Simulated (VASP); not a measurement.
Input of a VASP 6.6.1 run:

The input INCAR:

```
SYSTEM = TaAs
PREC = Accurate
ENCUT = 520
EDIFF = 1E-6
ISMEAR = 0
SIGMA = 0.1
LREAL = .False.
LASPH = .True.
NELM = 100
ALGO = Normal
ISIF = 2
LWAVE = .False.
LCHARG = .False.
GGA = PE
NBANDS = 24
```

KPOINTS

```
Automatic mesh
0
Gamma
  8 8 8
  0 0 0
```

File POSCAR:

```
TaAs
1.0
   -1.7218130000      1.7218130000      5.8679410000
    1.7218130000     -1.7218130000      5.8679410000
    1.7218130000      1.7218130000     -5.8679410000
Ta As
2 2
Direct
    0.4999670000      0.9999670000      0.5000000000
    0.7499670000      0.7499670000      0.0000000000
    0.0826320000      0.5826320000      0.5000000000
    0.3326320000      0.3326320000      0.0000000000
```

Potentials or basis: VASP PAW PBE potentials, release 64 (Ta_pv, As).

Run with:

```sh
$ cat potpaw_PBE.64/Ta_pv/POTCAR potpaw_PBE.64/As/POTCAR > POTCAR
$ mpirun -np 1 vasp_std > vasp.out
```

(1) Predict the largest force.

(2) What does it give for the band gap on the k mesh?

(3) Estimate the pressure.

Results:

(1) 0.028 eV/Å.

(2) none (metal or under the smearing width).

(3) 2.6 GPa.
